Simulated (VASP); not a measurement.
Input of a VASP 6.6.1 run:

POSCAR

```
SnAs
1.0
    0.0000000000      2.8405000000      2.8405000000
    2.8405000000      0.0000000000      2.8405000000
    2.8405000000      2.8405000000      0.0000000000
Sn As
1 1
Direct
    0.0000000000      0.0000000000      0.0000000000
    0.5000000000      0.5000000000      0.5000000000
```

INCAR.step1

```
  PREC = Accurate
  ENCUT = 520
  EDIFF = 1E-5
  ISMEAR = 0
  SIGMA = 0.02
  LREAL = F
  LASPH = T
  NELM = 60
  ALGO = Normal
  LWAVE = T
  LCHARG = F
  KPAR = 4
  GGA = PE
```

Contents of INCAR.step2:

```
  PREC = Accurate
  ENCUT = 520
  EDIFF = 1E-7
  ISMEAR = 0
  SIGMA = 0.02
  LREAL = F
  LASPH = T
  NELM = 60
  ALGO = Normal
  ISIF = 3
  LWAVE = F
  LCHARG = F
  GGA = PE
  LHFCALC = T
  HFSCREEN = 0.2
  PRECFOCK = Fast
  IBRION = 2
  NSW = 80
  EDIFFG = -0.01
  KPAR = 4
  ISTART = 1
```

KPOINTS

```
Automatic mesh
0
Gamma
  6 6 6
```

Potentials or basis: VASP PAW PBE potentials, release 64 (Sn_d, As).

Run with:

```bash
$ cat potpaw_PBE.64/Sn_d/POTCAR potpaw_PBE.64/As/POTCAR > POTCAR
$ cp INCAR.step1 INCAR
$ mpirun -np 4 vasp_std > vasp.out
$ cp INCAR.step2 INCAR
$ mpirun -np 4 vasp_std > vasp.out
```

(1) What does it give for the space group after relaxing (to 0.05 Å)?

(2) Estimate the relaxed volume.

Answers

(1) Fm-3m (No. 225).

(2) 23.38 Å³/atom.

Caveat: the PAW data sets were made with another functional, which shifts forces and pressure a little.
